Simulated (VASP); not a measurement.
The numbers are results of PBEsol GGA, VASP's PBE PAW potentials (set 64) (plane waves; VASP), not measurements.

VASP ran on this input.

File KPOINTS:
```
K-points
0
G
 7 4 3
```

**INCAR**
```
# general
SYSTEM =TiO2
PREC   =Accurate
ENCUT  =520
LREAL  =.FALSE.
LASPH  =.TRUE.

# electronic loop
EDIFF  =1E-6
NELM   =100
ALGO   =Normal
LMAXMIX=4

# smearing
ISMEAR =0
SIGMA  =0.05

# functional
GGA    =PS

# ions
IBRION =2
NSW    =60
ISIF   =3
EDIFFG =-0.02

# output
LWAVE  =.FALSE.
LCHARG =.FALSE.
```

### POSCAR
```
TiO2
1
    2.9562301850    -0.0001333798     0.0000834365
   -0.0000073688     4.7005757795    -0.0013096221
    1.4777455844     0.2399566235     7.0636375625
Ti O
3 6
Direct
  0.6618855182   0.5205291160   0.6841589146
  0.3444845704   0.4803050153   0.3173461778
  0.0033759185   0.0004065886   0.0006823913
  0.5679599299   0.8154297913   0.8728501417
  0.2293254542   0.7025124326   0.5495954396
  0.9064714031   0.6918195349   0.1952419726
  0.1011875990   0.3089576735   0.8061579114
  0.7779979947   0.2981701828   0.4518069290
  0.4400116121   0.1852696649   0.1284601219
```

POTCAR, in this order: Ti_sv O (PBE.64 set). Program: vasp_std.

The run wrote:

**OSZICAR**
```
       N       E                     dE             d eps       ncg     rms          rms(c)
DAV:   1     0.109405344881E+04    0.10941E+04   -0.36907E+04  3698   0.197E+03
DAV:   2     0.111807466063E+03   -0.98225E+03   -0.95435E+03  3795   0.597E+02
DAV:   3    -0.953233998216E+02   -0.20713E+03   -0.20282E+03  5285   0.235E+02
DAV:   4    -0.107548178729E+03   -0.12225E+02   -0.12208E+02  5204   0.629E+01
DAV:   5    -0.108162985801E+03   -0.61481E+00   -0.61467E+00  5633   0.114E+01    0.399E+01
DAV:   6    -0.847970297041E+02    0.23366E+02   -0.16878E+02  4962   0.101E+02    0.156E+01
DAV:   7    -0.841180116404E+02    0.67902E+00   -0.27125E+01  4850   0.326E+01    0.101E+01
DAV:   8    -0.841581179655E+02   -0.40106E-01   -0.69125E+00  4852   0.198E+01    0.508E+00
DAV:   9    -0.838856242134E+02    0.27249E+00   -0.27637E+00  5171   0.119E+01    0.144E+00
DAV:  10    -0.838959223159E+02   -0.10298E-01   -0.15782E-01  4675   0.281E+00    0.453E-01
DAV:  11    -0.838953564355E+02    0.56588E-03   -0.15948E-02  5506   0.119E+00    0.171E-01
DAV:  12    -0.838950644139E+02    0.29202E-03   -0.29754E-03  4882   0.352E-01    0.763E-02
DAV:  13    -0.838951112142E+02   -0.46800E-04   -0.46324E-04  5702   0.169E-01    0.818E-02
DAV:  14    -0.838950383855E+02    0.72829E-04   -0.33126E-04  5497   0.106E-01    0.225E-02
DAV:  15    -0.838950355020E+02    0.28835E-05   -0.30413E-05  5334   0.345E-02    0.916E-03
DAV:  16    -0.838950358580E+02   -0.35594E-06   -0.56606E-06  4214   0.173E-02
   1 F= -.83895036E+02 E0= -.83895036E+02  d E =-.838950E+02
       N       E                     dE             d eps       ncg     rms          rms(c)
DAV:   1    -0.838961520718E+02   -0.11166E-02   -0.25105E-01  3731   0.456E+00    0.313E-01
DAV:   2    -0.838965709684E+02   -0.41890E-03   -0.20460E-02  3920   0.104E+00    0.205E-01
DAV:   3    -0.838961291931E+02    0.44178E-03   -0.25831E-03  5262   0.423E-01    0.864E-02
DAV:   4    -0.838960245529E+02    0.10464E-03   -0.57508E-04  5617   0.186E-01    0.292E-02
DAV:   5    -0.838960255609E+02   -0.10080E-05   -0.10213E-04  5241   0.685E-02    0.211E-02
DAV:   6    -0.838960245496E+02    0.10113E-05   -0.19528E-05  5204   0.345E-02    0.115E-02
DAV:   7    -0.838960257986E+02   -0.12490E-05   -0.44717E-06  3913   0.148E-02    0.363E-03
DAV:   8    -0.838960257477E+02    0.50894E-07   -0.10384E-06  2225   0.826E-03
   2 F= -.83896026E+02 E0= -.83896026E+02  d E =-.989890E-03
       N       E                     dE             d eps       ncg     rms          rms(c)
DAV:   1    -0.838960844088E+02   -0.58610E-04   -0.27135E-02  3740   0.150E+00    0.103E-01
DAV:   2    -0.838961290002E+02   -0.44591E-04   -0.22012E-03  3886   0.339E-01    0.671E-02
DAV:   3    -0.838960816374E+02    0.47363E-04   -0.28259E-04  5289   0.139E-01    0.284E-02
DAV:   4    -0.838960707161E+02    0.10921E-04   -0.61897E-05  5601   0.610E-02    0.976E-03
DAV:   5    -0.838960711133E+02   -0.39712E-06   -0.11079E-05  4981   0.225E-02    0.701E-03
DAV:   6    -0.838960710953E+02    0.17932E-07   -0.18743E-06  3000   0.117E-02
   3 F= -.83896071E+02 E0= -.83896071E+02  d E =-.103524E-02
       N       E                     dE             d eps       ncg     rms          rms(c)
DAV:   1    -0.838950846622E+02    0.98645E-03   -0.11185E-01  4433   0.392E+00    0.168E-01
DAV:   2    -0.838963252374E+02   -0.12406E-02   -0.17589E-02  3875   0.812E-01    0.989E-02
DAV:   3    -0.838962684784E+02    0.56759E-04   -0.11753E-03  5257   0.244E-01    0.524E-02
DAV:   4    -0.838962376643E+02    0.30814E-04   -0.22405E-04  5674   0.119E-01    0.246E-02
DAV:   5    -0.838962350223E+02    0.26421E-05   -0.56430E-05  5260   0.538E-02    0.127E-02
DAV:   6    -0.838962352757E+02   -0.25343E-06   -0.46366E-06  4308   0.192E-02
   4 F= -.83896235E+02 E0= -.83896235E+02  d E =-.164180E-03
       N       E                     dE             d eps       ncg     rms          rms(c)
DAV:   1    -0.838962025487E+02    0.32474E-04   -0.36667E-03  4456   0.710E-01    0.305E-02
DAV:   2    -0.838962424393E+02   -0.39891E-04   -0.57447E-04  3892   0.147E-01    0.181E-02
DAV:   3    -0.838962404653E+02    0.19741E-05   -0.38846E-05  5281   0.444E-02    0.983E-03
DAV:   4    -0.838962392949E+02    0.11704E-05   -0.72185E-06  5268   0.220E-02    0.415E-03
DAV:   5    -0.838962392876E+02    0.72750E-08   -0.13713E-06  2391   0.961E-03
   5 F= -.83896239E+02 E0= -.83896239E+02  d E =-.168192E-03
       N       E                     dE             d eps       ncg     rms          rms(c)
DAV:   1    -0.838956427900E+02    0.59650E-03   -0.10818E-01  4409   0.367E+00    0.118E-01
DAV:   2    -0.838964965780E+02   -0.85379E-03   -0.11430E-02  3804   0.693E-01    0.794E-02
DAV:   3    -0.838964697380E+02    0.26840E-04   -0.68405E-04  5270   0.197E-01    0.394E-02
DAV:   4    -0.838964472953E+02    0.22443E-04   -0.96544E-05  5652   0.807E-02    0.160E-02
DAV:   5    -0.838964444867E+02    0.28086E-05   -0.22251E-05  5454   0.411E-02    0.642E-03
DAV:   6    -0.838964443800E+02    0.10668E-06   -0.54099E-06  4430   0.176E-02
   6 F= -.83896444E+02 E0= -.83896444E+02  d E =-.205092E-03
```

**OUTCAR**
```
------------------------ aborting loop because EDIFF is reached ----------------------------------------
  FORCE on cell =-STRESS in cart. coord.  units (eV):
  Direction    XX          YY          ZZ          XY          YZ          ZX
  --------------------------------------------------------------------------------------
  Total       -0.0010014     -0.0291378     -0.0085231     -0.0008564     -0.0457198      0.0015781
  in kB       -0.0163506     -0.4757602     -0.1391644     -0.0139827     -0.7465095      0.0257666
  external PRESSURE =      -0.2104251 kB  Pullay stress =       0.0000000 kB
  volume of cell :       98.13
      direct lattice vectors                 reciprocal lattice vectors
     2.950664540 -0.000062342  0.000022319     0.338907240 -0.000100051 -0.070842900
     0.000106899  4.713438650 -0.006145341     0.000004535  0.212150182 -0.007018745
     1.474822766  0.233378829  7.055114375    -0.000001068  0.000184793  0.141735257
 POSITION                                       TOTAL-FORCE (eV/Angst)
 -----------------------------------------------------------------------------------
      2.96230      2.60630      4.82266         0.000573     -0.011427      0.010961
      1.48554      2.34446      2.23638         0.003381      0.006831     -0.013648
      0.01112      0.00178      0.00496         0.000388      0.003694      0.002991
      2.96246      4.04843      6.14923        -0.000776     -0.002127     -0.002947
      1.48708      3.44153      3.87242        -0.000617     -0.015090      0.011032
      2.96263      3.30915      1.37509        -0.000647      0.002215     -0.001392
      1.48712      1.64145      5.68370        -0.000741     -0.000572      0.000398
      2.96234      1.50904      3.18630         0.000046      0.017241     -0.007662
      1.48757      0.90237      0.90966        -0.001607     -0.000764      0.000268
 -----------------------------------------------------------------------------------
    total drift:                                0.000597     -0.000552     -0.000272
  FREE ENERGIE OF THE ION-ELECTRON SYSTEM (eV)
  ---------------------------------------------------
  free  energy   TOTEN  =       -83.8964443800 eV

  energy  without entropy=      -83.8964443800  energy(sigma->0) =      -83.89644438

 reached required accuracy - stopping structural energy minimisation
```
(Selected blocks of OUTCAR.)

CONTCAR:
```
TiO2
   1.00000000000000
     2.9506645399606319   -0.0000623418747316    0.0000223191060702
     0.0001068994447858    4.7134386503559433   -0.0061453407358621
     1.4748227655623740    0.2333788285667814    7.0551143748288734
  Ti              O
     3     6
Direct
     0.6620316313007841    0.5190916351383871    0.6840187735114621
     0.3447946904503549    0.4816871362147981    0.3174053925134628
     0.0034172836739618    0.0003431891470126    0.0007030299688044
     0.5679659705738406    0.8157291045334281    0.8723073974969668
     0.2293027689180785    0.7029483070681678    0.5494930158290851
     0.9063119471894934    0.6923996063581560    0.1955071591958071
     0.1011800137099809    0.3083474415086356    0.8058829130532646
     0.7780795366698429    0.2977932091593299    0.4518865727398939
     0.4396161576136631    0.1850603707720751    0.1290957455912473
```

### OUTCAR
```
 val. band max:        3.8139682002   @ k =   0.0000  -0.0000   0.3333

 cond. band min:       6.0936236622   @ k =   0.0000   0.0000   0.0000


 Fermi energy:         4.1172782774

 k-point     1 :       0.0000    0.0000    0.0000
  band No.  band energies     occupation
      1     -52.5692      2.00000
      2     -52.4430      2.00000
      3     -52.4050      2.00000
      4     -28.9987      2.00000
      5     -28.9728      2.00000
      6     -28.9030      2.00000
      7     -28.7812      2.00000
      8     -28.7785      2.00000
      9     -28.7409      2.00000
     10     -28.6636      2.00000
     11     -28.6457      2.00000
     12     -28.5870      2.00000
     13     -14.0062      2.00000
     14     -13.0130      2.00000
     15     -12.9338      2.00000
     16     -12.3948      2.00000
     17     -12.3774      2.00000
     18     -12.0549      2.00000
     19      -1.2024      2.00000
     20      -0.9894      2.00000
     21      -0.6772      2.00000
     22      -0.5407      2.00000
     23       0.1027      2.00000
     24       0.2614      2.00000
     25       0.5471      2.00000
     26       0.5885      2.00000
     27       0.6220      2.00000
     28       1.2012      2.00000
     29       1.7382      2.00000
     30       2.2028      2.00000
     31       2.2635      2.00000
     32       2.9073      2.00000
     33       3.4111      2.00000
     34       3.4789      2.00000
     35       3.5624      2.00000
     36       3.7895      2.00000
     37       6.0936      0.00000
     38       6.5168      0.00000
     39       6.6303      0.00000
     40       6.7549      0.00000
     41       6.9922      0.00000
     42       7.0455      0.00000
     43       7.2722      0.00000

 k-point     2 :       0.1429    0.0000    0.0000
  band No.  band energies     occupation
      1     -52.5611      2.00000
      2     -52.4331      2.00000
      3     -52.3988      2.00000
      4     -28.9845      2.00000
      5     -28.9494      2.00000
...
```

The structure comes from a computed database's TiO2 entry; how it stands against other phases isn't given here. This run relaxes it. The start is the result of an earlier pass.
